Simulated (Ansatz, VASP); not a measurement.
# Cross-check of InSb between VASP and Ansatz

Wanted: the spread between two codes on one cell, functional and k mesh. The cell is taken from a series of runs on this material, whose earlier steps may have relaxed, scaled, displaced or heated it; both programs get it as it stands.

Method: plane waves, with VASP 6.6.1 beside it; zone-centre phonons at PBEsol, in Ansatz 0.2.0.

### Step 1. The starting structure

The structure is cubic, space group F-43m (No. 216). Conventional cell: a = 6.521 Å, b = 6.521 Å, c = 6.521 Å, α = 90.00°, β = 90.00°, γ = 90.00°. In has 4 Sb at 2.82 Å nearest. Sb has 4 In at 2.82 Å nearest. Farther neighbours are not listed.

### Step 2. VASP: zone-centre phonons, PBEsol

Second derivatives magnify differences that forces hide, and they need a tight electronic threshold.

Lines of VASP's logs that name or quote its potential files are left out, and so is its time.

Contents of INCAR:

```
SYSTEM = InSb
PREC = Accurate
ENCUT = 500
EDIFF = 1E-08
NELM = 120
ISMEAR = 1
SIGMA = 0.2
LREAL = .FALSE.
ALGO = Normal
GGA = PS
NBANDS = 15
LORBIT = 11
LWAVE = .FALSE.
LCHARG = .FALSE.
ISIF = 2
IBRION = 8
LASPH = .TRUE.
GGA_COMPAT = .FALSE.
KPAR = 2
```

Contents of POSCAR:

```
InSb
1.0
    0.0000000000      3.2602716596      3.2602716596
    3.2602716596      0.0000000000      3.2602716596
    3.2602716596      3.2602716596      0.0000000000
In Sb
1 1
Direct
    0.0000000000      0.0000000000      0.0000000000
    0.2500000000      0.2500000000      0.2500000000
```

Contents of KPOINTS:

```
Automatic mesh
0
Gamma
14 14 14
0 0 0
```

PAW data sets: In_d and Sb (PBE family, release 64).

On the command line:

```
mpirun -np 2 vasp_std
```

Numbers of over 12 decimals in the logs are rounded to 6 here.

Log:

```text
[banner, memory and clock lines left out]
running    2 mpi-ranks, on    1 nodes
 distrk:  each k-point on    1 cores,    2 groups
 distr:  one band on    1 cores,    1 groups

 POSCAR found type information on POSCAR InSb
 POSCAR found :  2 types and       2 ions
|                                                                             |
|               ----> ADVICE to this user running VASP <----                  |
|                                                                             |
|     You enforced a specific xc type in the INCAR file but a different       |
|     [... a line on the potential file left out ...]
|     I HOPE YOU KNOW WHAT YOU ARE DOING!                                     |
|                                                                             |

 LDA part: xc-table for (Slater+PW92), standard interpolation
 POSCAR, INCAR and KPOINTS ok, starting setup
 FFT: planning ... GRIDC
 FFT: planning ... GRID_SOFT
 FFT: planning ... GRID
 WAVECAR not read
 entering main loop
       N       E                     dE             d eps       ncg     rms          rms(c)
DAV:   1     0.110958155358E+03    0.11096E+03   -0.77485E+03  3120   0.116E+03
DAV:   2    -0.544670281246E+00   -0.11150E+03   -0.10824E+03  3372   0.285E+02
DAV:   3    -0.763440935274E+01   -0.70897E+01   -0.70501E+01  3974   0.760E+01
DAV:   4    -0.783225412847E+01   -0.19784E+00   -0.19780E+00  3908   0.147E+01
DAV:   5    -0.784169371555E+01   -0.94396E-02   -0.94395E-02  4696   0.259E+00    0.393E+00
DAV:   6    -0.772335043197E+01    0.11834E+00   -0.18216E-01  4539   0.723E+00    0.223E+00
DAV:   7    -0.770117319490E+01    0.22177E-01   -0.66637E-02  4232   0.278E+00    0.600E-01
DAV:   8    -0.770041085983E+01    0.76234E-03   -0.75038E-03  4219   0.104E+00    0.249E-01
DAV:   9    -0.770080662660E+01   -0.39577E-03   -0.76898E-04  3673   0.252E-01    0.747E-02
DAV:  10    -0.770079468687E+01    0.11940E-04   -0.40641E-05  4248   0.444E-02    0.349E-02
DAV:  11    -0.770081558458E+01   -0.20898E-04   -0.34201E-05  3519   0.468E-02    0.213E-02
DAV:  12    -0.770081622233E+01   -0.63775E-06   -0.11178E-06  3932   0.747E-03    0.566E-03
DAV:  13    -0.770081617388E+01    0.48456E-07   -0.52157E-07  3701   0.530E-03    0.313E-03
DAV:  14    -0.770081610411E+01    0.69771E-07   -0.38714E-08  4218   0.103E-03    0.831E-04
DAV:  15    -0.770081610254E+01    0.15609E-08   -0.48659E-09  2771   0.441E-04
   1 F= -.77008161E+01 E0= -.77009731E+01  d E =0.471142E-03
 Linear response reoptimize wavefunctions to high precision
DAV:   1    -0.770081614262E+01   -0.40080E-07   -0.10077E-09  3032   0.267E-04
DAV:   2    -0.770081614266E+01   -0.35698E-10   -0.17587E-10  2309   0.125E-04
 Linear response DOF=           2
 Linear response progress:
  Degree of freedom:   1/  2
       N       E                     dE             d eps       ncg     rms          rms(c)
RMM:   1    -0.235026999009E+00   -0.23503E+00   -0.12702E-01 17289   0.463E+00
RMM:   2    -0.237267334916E+00   -0.22403E-02   -0.10665E-02 21735   0.929E-01    0.682E-02
RMM:   3    -0.237203185258E+00    0.64150E-04   -0.12663E-03 23712   0.293E-01    0.341E-02
RMM:   4    -0.237028140974E+00    0.17504E-03   -0.80399E-05 24252   0.923E-02    0.178E-02
RMM:   5    -0.236980358656E+00    0.47782E-04   -0.38322E-05 25475   0.369E-02    0.607E-03
RMM:   6    -0.236977493613E+00    0.28650E-05    0.41376E-06 25426   0.116E-02    0.206E-03
RMM:   7    -0.236986790710E+00   -0.92971E-05    0.23677E-06 25273   0.371E-03    0.677E-04
RMM:   8    -0.236984790553E+00    0.20002E-05    0.10901E-06 25764   0.154E-03    0.387E-04
RMM:   9    -0.236984291374E+00    0.49918E-06    0.17044E-06 26515   0.634E-04    0.151E-04
RMM:  10    -0.236984282558E+00    0.88157E-08    0.12980E-06 26150   0.281E-04    0.306E-05
RMM:  11    -0.236984468341E+00   -0.18578E-06    0.95457E-07 27566   0.136E-04    0.283E-05
RMM:  12    -0.236984523467E+00   -0.55127E-07    0.26178E-07 27734   0.689E-05    0.303E-05
RMM:  13    -0.236984531298E+00   -0.78307E-08    0.20904E-07 26403   0.385E-05    0.260E-05
 first order change of Fermi-energy  -0.24834E-04
 force on displaced ion       1 direction 1 :  -6.503   0.000   0.000
 Linear response progress:
  Degree of freedom:   2/  2
       N       E                     dE             d eps       ncg     rms          rms(c)
RMM:   1    -0.284019232987E-01   -0.28402E-01    0.29756E-02 23571   0.142E+00
RMM:   2    -0.266129091125E-01    0.17890E-02   -0.54857E-05 21131   0.514E-01    0.820E-02
RMM:   3    -0.269574711327E-01   -0.34456E-03   -0.90719E-04 23521   0.170E-01    0.381E-02
RMM:   4    -0.270349761101E-01   -0.77505E-04   -0.70212E-05 24149   0.621E-02    0.104E-02
RMM:   5    -0.270616697537E-01   -0.26694E-04   -0.88237E-06 24083   0.253E-02    0.486E-03
RMM:   6    -0.270566166232E-01    0.50531E-05   -0.99170E-07 23891   0.716E-03    0.137E-03
RMM:   7    -0.270543830091E-01    0.22336E-05   -0.25872E-07 24904   0.271E-03    0.531E-04
RMM:   8    -0.270544992514E-01   -0.11624E-06   -0.23953E-08 24457   0.964E-04    0.270E-04
RMM:   9    -0.270546594580E-01   -0.16021E-06   -0.63578E-09 24848   0.420E-04    0.557E-05
RMM:  10    -0.270546858249E-01   -0.26367E-07    0.70802E-09 26621   0.162E-04    0.473E-05
RMM:  11    -0.270546882495E-01   -0.24247E-08   -0.59996E-09 27219   0.680E-05    0.388E-05
 first order change of Fermi-energy   0.21755E-03
 force on displaced ion       2 direction 1 :  -6.511   0.000   0.000
 Linear response finished
```

From OUTCAR (step 2):

```text
ion  position               nearest neighbor table
   1  0.000  0.000  0.000-   2 2.82   2 2.82   2 2.82   2 2.82
   2  0.250  0.250  0.250-   1 2.82   1 2.82   1 2.82   1 2.82

  LATTYP: Found a face centered cubic cell.
 ALAT       =     6.5205433192

 Subroutine GETGRP returns: Found 24 space group operations
 (whereof 24 operations were pure point group operations)

The static configuration has the point symmetry T_d .

 Found    104 irreducible k-points:

   k-points           NKPTS =    104   k-points in BZ     NKDIM =    104   number of bands    NBANDS=     15

   dimension x,y,z NGX =    36 NGY =   36 NGZ =   36
   dimension x,y,z NGXF=    72 NGYF=   72 NGZF=   72

   ENCUT  =  500.0 eV  36.75 Ry    6.06 a.u.   8.41  8.41  8.41*2*pi/ulx,y,z

   NELECT =      18.0000    total number of electrons

 k-points in reciprocal lattice and weights: Automatic mesh
   0.00000000  0.00000000  0.00000000       0.000
   0.07142857  0.00000000  0.00000000       0.003
   0.14285714  0.00000000  0.00000000       0.003
   0.21428571  0.00000000  0.00000000       0.003
   0.28571429  0.00000000  0.00000000       0.003
   0.35714286  0.00000000  0.00000000       0.003
   0.42857143  0.00000000  0.00000000       0.003
   0.50000000  0.00000000  0.00000000       0.001
   0.07142857  0.07142857  0.00000000       0.002
[...]
-0.28571429  0.42857143  0.21428571       0.009
  -0.28571429  0.50000000  0.21428571       0.004

 average (electrostatic) potential at core
       1 -96.2745       2 -87.2693

  Total       -0.0056199     -0.0056199     -0.0056199      0.0000000      0.0000000     -0.0000000
  in kB       -0.1299113     -0.1299113     -0.1299113      0.0000000      0.0000000     -0.0000000
  external PRESSURE =      -0.1299113 kB  Pullay stress =       0.0000000 kB

  energy-cutoff  :      500.00
  volume of cell :       69.31
      direct lattice vectors                 reciprocal lattice vectors
     0.000000000  3.260271660  3.260271660    -0.153361453  0.153361453  0.153361453
     3.260271660  0.000000000  3.260271660     0.153361453 -0.153361453  0.153361453
     3.260271660  3.260271660  0.000000000     0.153361453  0.153361453 -0.153361453

 POSITION                                       TOTAL-FORCE (eV/Angst)
 -----------------------------------------------------------------------------------
      0.00000      0.00000      0.00000        -0.000000      0.000000      0.000000
      1.63014      1.63014      1.63014         0.000000     -0.000000     -0.000000
 -----------------------------------------------------------------------------------
    total drift:                                0.000000      0.000000      0.000000

 Eigenvectors and eigenvalues of the dynamical matrix
 ----------------------------------------------------

   1 f  =    5.187731 THz    32.595475 2PiTHz  173.044078 cm-1    21.454722 meV
             X         Y         Z           dx          dy          dz
      0.000000  0.000000  0.000000    -0.000000    0.717170    0.000000
      1.630136  1.630136  1.630136    -0.000000   -0.696899    0.000000

   2 f  =    5.187731 THz    32.595475 2PiTHz  173.044078 cm-1    21.454722 meV
             X         Y         Z           dx          dy          dz
      0.000000  0.000000  0.000000    -0.000000   -0.000000    0.717170
      1.630136  1.630136  1.630136     0.000000    0.000000   -0.696899

   3 f  =    5.187731 THz    32.595475 2PiTHz  173.044078 cm-1    21.454722 meV
             X         Y         Z           dx          dy          dz
      0.000000  0.000000  0.000000     0.717170   -0.000000    0.000000
      1.630136  1.630136  1.630136    -0.696899    0.000000    0.000000

   4 f/i=    0.001632 THz     0.010253 2PiTHz    0.054431 cm-1     0.006749 meV
             X         Y         Z           dx          dy          dz
      0.000000  0.000000  0.000000    -0.696899   -0.000000   -0.000000
      1.630136  1.630136  1.630136    -0.717170   -0.000000    0.000000

   5 f/i=    0.001632 THz     0.010253 2PiTHz    0.054431 cm-1     0.006749 meV
             X         Y         Z           dx          dy          dz
      0.000000  0.000000  0.000000    -0.000000    0.696899    0.000000
      1.630136  1.630136  1.630136    -0.000000    0.717170    0.000000

   6 f/i=    0.001632 THz     0.010253 2PiTHz    0.054431 cm-1     0.006749 meV
             X         Y         Z           dx          dy          dz
      0.000000  0.000000  0.000000     0.000000    0.000000   -0.696899
      1.630136  1.630136  1.630136     0.000000    0.000000   -0.717170

 ELASTIC MODULI CONTR FROM IONIC RELAXATION (kBar)
 Direction    XX          YY          ZZ          XY          YZ          ZX
 --------------------------------------------------------------------------------
 XX          -0.0000      0.0000      0.0000      0.0000      0.0000      0.0000
 YY           0.0000     -0.0000      0.0000     -0.0000      0.0000     -0.0000
 ZZ           0.0000      0.0000     -0.0000      0.0000     -0.0000     -0.0000
 XY           0.0000     -0.0000      0.0000   -169.0291     -0.0000     -0.0000
 YZ           0.0000      0.0000     -0.0000     -0.0000   -169.0291      0.0000
 ZX           0.0000     -0.0000     -0.0000     -0.0000      0.0000   -169.0291
 --------------------------------------------------------------------------------
```

### Step 3. Ansatz: zone-centre phonons, PBEsol

Ansatz runs on norm-conserving files, of PseudoDojo where its log says so.

The same cell, functional, mesh and smearing now go to Ansatz, which takes its cutoff from its data sets.

Contents of input.yaml:

```yaml
crystal:
  lattice:
    - [0.0, 3.2602716596, 3.2602716596]
    - [3.2602716596, 0.0, 3.2602716596]
    - [3.2602716596, 3.2602716596, 0.0]
  atoms:
    - { symbol: In, position: [0.0, 0.0, 0.0] }
    - { symbol: Sb, position: [0.25, 0.25, 0.25] }
kpoints:
  mp_grid: { grid: [14, 14, 14] }
hamiltonian:
  xc: pbesol
  pseudopotentials: { kind: nc, accuracy: standard }
scf:
  occupations: { method: methfessel_paxton, width: 0.2 }
output:
  eigenvalues: true
phonons:
  method: dfpt
```

On the command line:

```
ansatz run input.yaml --threads 8 --pin off --max-ram 14336MiB --backend cpu --events-out ev --progress --plain --runs-dir out
```

Log:

```text
zone centre: on kpoints.mp_grid the ground state, and the responses unless they are solved on pairs of k-points, stand on 244 of the mesh's 2744 k-points, reduced under 8 symmetry operations, with k and −k counted as one. Each operation leaves every solved displacement unchanged or reverses it
Engine: ansatz 0.2.0, x86_64-unknown-linux-gnu
Pseudopotentials: kind: nc
Pseudopotential: In, nc, valence charge 13, recommended cutoff 952.398519 eV (normal), In.nc.azcp (PseudoDojo's, or run here from an input of PseudoDojo's; its table is named by hamiltonian.pseudopotentials.accuracy)
Pseudopotential: Sb, nc, valence charge 15, recommended cutoff 1088.45545 eV (normal), Sb.nc.azcp (PseudoDojo's, or run here from an input of PseudoDojo's; its table is named by hamiltonian.pseudopotentials.accuracy)
Functional definition: PBEsol
  exchange = pbesol_x
  correlation = pbesol_c
Crystal: 2 atoms, lattice volume = 69.309 Å³
Basis set: ecut = 1088.45545 eV, 5673 PW (Γ), exchange–correlation on 100×100×100 points (8 copies of the dense FFT grid, shifted against one another)
Bands: 18, of which v1, the nominal top of the filled ones, is band 14 counted from 1 (13 counted from 0)
Symmetry: 24 space group operations
k-points: 244 of 2744 (irreducible under 8 space group operations, time reversal used)
Non-local potential: In, projectors of the file, l = 0: 2, l = 1: 2, l = 2: 2
Non-local potential: Sb, projectors of the file, l = 0: 2, l = 1: 2, l = 2: 2, l = 3: 2
Initial density: superposition of atomic densities (chi_scale 0.1, normalization cell, long waves kept (reshape's long-wave potential 0.00 eV rms))
Initial wavefunctions: pseudopotential atomic-orbital guess
Functional: x = pbesol(κ = 0.804, μ = 0.123457), c = pbesol(β = 0.046)
SCF iter   1: F=—  HF=-4274.035660 eV  |F-HF|=—  |Δ(HF+E_count)|=         —  Δρ=2.11e-2  dr2=2.79e-1  ethr=3.10e-3  ⟨swp⟩=5.5  Hψ=21188  notcnv=0
preconditioner: auto → none  [insulator: Δε(μ)=0.488 eV  Ē_g=13.920 eV  σ=0.200 eV  W_gap=0.69  n_scr=14 (ndim 8)  ℏωp=18.9 eV  f_vac=0.024  D(μ)=0.04/eV (n_scr^D=0)  ε∞_Penn≈2.8]
SCF iter   2: F=—  HF=-4273.977240 eV  |F-HF|=—  |Δ(HF+E_count)|=   5.84e-2  S|Δr|=    0.00e0  Δρ=9.23e-3  dr2=5.21e-2  ethr=9.95e-4  ⟨swp⟩=1.4  Hψ=6469  notcnv=0
SCF iter   3: F=—  HF=-4273.971668 eV  |F-HF|=—  |Δ(HF+E_count)|=   5.57e-3  S|Δr|=    0.00e0  Δρ=1.74e-3  dr2=1.15e-3  ethr=1.86e-4  ⟨swp⟩=2.4  Hψ=7802  notcnv=0
SCF iter   4: F=—  HF=-4273.971445 eV  |F-HF|=—  |Δ(HF+E_count)|=   2.23e-4  S|Δr|=    0.00e0  Δρ=4.52e-4  dr2=2.02e-4  ethr=4.11e-6  ⟨swp⟩=2.4  Hψ=7977  notcnv=0
SCF iter   5: F=—  HF=-4273.971398 eV  |F-HF|=—  |Δ(HF+E_count)|=   4.70e-5  S|Δr|=    0.00e0  Δρ=1.14e-4  dr2=6.06e-6  ethr=7.22e-7  ⟨swp⟩=2.3  Hψ=7648  notcnv=0
SCF iter   6: F=—  HF=-4273.971399 eV  |F-HF|=—  |Δ(HF+E_count)|=   5.06e-7  S|Δr|=    0.00e0  Δρ=2.32e-5  dr2=2.42e-7  ethr=2.16e-8  ⟨swp⟩=3.1  Hψ=9238  notcnv=0
SCF iter   7: F=—  HF=-4273.971361 eV  |F-HF|=—  |Δ(HF+E_count)|=   3.82e-5  S|Δr|=    0.00e0  Δρ=4.07e-6  dr2=7.46e-9  ethr=8.64e-10  ⟨swp⟩=3.7  Hψ=9892  notcnv=0
SCF iter   8: F=—  HF=-4273.971361 eV  |F-HF|=—  |Δ(HF+E_count)|=   1.16e-8  S|Δr|=    0.00e0  Δρ=1.12e-6  dr2=4.64e-10  ethr=2.66e-11  ⟨swp⟩=3.2  Hψ=8621  notcnv=0
SCF iter   9: F=—  HF=-4273.971361 eV  |F-HF|=—  |Δ(HF+E_count)|=  9.91e-11  S|Δr|=    0.00e0  Δρ=1.78e-7  dr2=1.11e-11  ethr=1.66e-12  ⟨swp⟩=2.9  Hψ=8328  notcnv=0
SCF iter  10: F=-4273.971361 eV  HF=-4273.971361 eV  |F-HF|=9.09e-13  |Δ(HF+E_count)|=  1.18e-11  S|Δr|=    0.00e0  Δρ=1.76e-8  dr2=9.60e-14  ethr=1.00e-12  ⟨swp⟩=12.2  Hψ=32107  notcnv=0
SCF 1 converged in 10 iterations: F = -4273.971361 eV  dr2 = 9.60e-14
DFPT response loops at Γ: preconditioner auto → Kerker (q_TF=auto, 2.346 Å⁻¹) (partly filled bands, converged f_vac=0.099); β = 1.00, the filter's whole step (`scf.mixing.beta` (0.50) is not read by the response loops under this deck's `scf.mixing.preconditioner`; to damp them name `kerker` or `kerker_dos`, under which they read `scf.mixing.beta`, and type it under 1.00, their step now; both keys bind the ground state too); Broyden in place of MSR1
SCF converged after 10 iterations
Stability not checked: this state was not tested for a lower state beside it, because cold or Methfessel-Paxton smearing, or corrected tetrahedra, fill the levels in a way that the test cannot read (fill_not_monotonic; see scf.lower_state_search)
Free energy (F): -4273.971361 eV
Harris-Foulkes:  -4273.971361 eV  (|F-HF|=9.09e-13)
Internal energy: -4273.971837 eV  (E = F + TS)
E sigma→0 (E₀):  -4273.971480 eV
Entropy (-TS):   0.000477 eV (0.238 meV/atom)
Fermi energy:    7.345960 eV
Step filling:    the computed levels leave a gap of 0.0000 eV = 0.0 smearing widths at the electron count; against every level under it full and every level over it empty, smearing changes F+E_penalty+E_count by +0.162 meV and its σ→0 estimate by +0.043 meV
--- Per-component energies (eV) ---
  E_band       = -261.952532
  E_kinetic    = 2583.365509
  E_local      = -2881.257784  (includes V_loc(G=0)·N_el)
  E_nonlocal   = -1697.673271
  E_hartree    = 1212.004934
  E_xc         = -1150.453259
  E_vxc        = -690.396851  (∫ρ·V_xc dr)
  E_ewald      = -2339.957967
  E_smearing   = 0.000477  (= −TS)
  E_closure    = -0.000000  (closes the sum)
  Σ components = -4273.971361   (vs F -4273.971361, Δ=0.00e0)
--- Band table (eV; the first three rows and the last of 244) ---
  k-point 0: bands = [... 10 lower, -3.3351, 6.9141, 7.2982, 7.2982, 7.2982, 10.2486, 10.2486, 10.2486]
  k-point 1: bands = [... 10 lower, -3.2897, 6.1382, 7.2256, 7.2256, 7.8557, 10.3232, 10.3506, 10.3506]
  k-point 2: bands = [... 10 lower, -3.1561, 5.1363, 7.0450, 7.0450, 8.1632, 10.5993, 10.5993, 10.7148]
  k-point 243: bands = [... 10 lower, -1.4025, 1.5466, 4.5211, 4.6464, 10.5006, 10.7124, 11.9971, 12.4276]
--- Phonons (Γ-DFPT): 2 representative perturbations + reference, on 244 of 2744 k-points (Σ response iterations 7) ---
  k mesh reduced under 8 symmetry operations, with k and −k counted as one. Each operation leaves every solved displacement unchanged or reverses it
  ASR residual: 2.917e-5 → 0.000e0 eV/Å²; symmetrization residual: 1.598e-5 eV/Å²
  ASR residual per site (eV/Å²): 2.92e-5 1.97e-5
  Γ frequencies (cm⁻¹): 0.00 0.00 0.00 172.85 172.85 172.85
  non-analytic LO–TO correction: not included (Born effective charges unavailable; polar crystals: no LO–TO splitting at Γ)
```

The column dr2 measures how far the density is from self-consistency, as an energy; F and HF (Harris–Foulkes) agree once it is small.

### Step 4. Differences

Known differences besides the potentials themselves: the data sets hold 28 valence electrons in Ansatz (on norm-conserving files, of PseudoDojo where its log says so) and 18 in VASP; the cutoff is 1088.46 eV in Ansatz and 500 eV in VASP. Total energies have different zeros and are not compared.

The two programs side by side:

| quantity | Ansatz | VASP | difference |
| --- | --- | --- | --- |
| optical mode 1 to 3 (cm⁻¹) | 172.8 | 173.0 | -0.11 % |

Modes are paired by rising frequency, not by their patterns, so a pair may set unlike modes beside each other; they are those without the splitting of longitudinal modes.

### Step 5. Outcome

```
r.m.s. difference of the optical zone-centre modes, each program's sorted by frequency (zone-centre phonons, PBEsol) : 0.19 cm⁻¹
```

The r.m.s. difference of the optical zone-centre modes, each program's sorted by frequency is 0.19 cm⁻¹ (zone-centre phonons, PBEsol). The data sets hold unlike numbers of valence electrons (28 in Ansatz and 18 in VASP), so part of the differences comes from the potentials. How closely two codes agree says nothing of how well the functional describes the real material.

[Lines on the potential files, build, host, timing and source positions are cut from VASP's logs without a mark.]

[Logs are printed without paths, hosts, clocks, repeated set-up lines and the standing remarks that a program may print on its own settings, such as how far it seeks lower states.]

[Hosts, paths, dates, database ids (printed as entryN), source tags and the programs' standing remarks are cut or masked in the printed files.]
